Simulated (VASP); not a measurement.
The system is TiMoSe3.

```
Ti Mo Se
1.0
     4.68383    0.00000    0.00000
     0.00000    4.68383    0.00000
     0.00000    0.00000    4.68383
Ti Mo Se
1 1 3
Direct
  0.00000 0.00000 0.00000
  0.50000 0.50000 0.50000
  0.50000 0.50000 0.00000
  0.00000 0.50000 0.50000
  0.50000 0.00000 0.50000
```

The cell was built by a generator and needn't be a form met in nature.

| Item | Value |
| --- | --- |
| Program | VASP 6.6.1 |
| Task | relaxation of cell and atoms |
| Functional | PBE |
| Potentials or basis | VASP PAW PBE potentials, release 64 (Ti_sv, Mo_sv, Se) |
| Cutoff | 520 eV |
| k mesh | 3 × 3 × 3 |
| Occupations | gaussian, width 0.15 eV |
| Spin | no spin polarisation |

At the start: pressure 16.1 GPa; volume 20.55 Å³/atom.

Q: Where does the relaxation end?

A: Over 9 steps the energy falls by 139.0 meV/atom and the volume is 23.72 Å³/atom (+15.4 %); space group Pm-3m (No. 221, to 0.05 Å).

Step by step:
| step | energy change (eV) | largest force (eV/Å) | pressure (GPa) | volume (Å³) |
| --- | --- | --- | --- | --- |
| 1 | 0.0000 | 0.0000 | 16.08 | 102.76 |
| 2 | 13.2322 | 0.0000 | 3.19 | 136.57 |
| 3 | 5.7977 | 0.0000 | -7.04 | 150.30 |
| 4 | 1.9195 | 0.0000 | -7.99 | 140.49 |
| 5 | 0.2990 | 0.0000 | -7.99 | 137.66 |
| 6 | -0.5710 | 0.0000 | 3.00 | 111.92 |
| 7 | -0.6559 | 0.0000 | 2.99 | 114.53 |
| 8 | -0.6920 | 0.0000 | -0.79 | 119.76 |
| 9 | -0.6950 | 0.0000 | -0.02 | 118.62 |

Final structure:
```
Ti Mo Se
1.0
     4.91340    0.00000    0.00000
     0.00000    4.91340    0.00000
     0.00000    0.00000    4.91340
Ti Mo Se
1 1 3
Direct
  0.00000 0.00000 0.00000
  0.50000 0.50000 0.50000
  0.50000 0.50000 0.00000
  0.00000 0.50000 0.50000
  0.50000 0.00000 0.50000
```

Caveat: the k mesh is coarse (spacing up to 0.45 Å⁻¹), so the values aren't converged; the volume moved by over 15 % at a fixed basis, so the end points are rough.
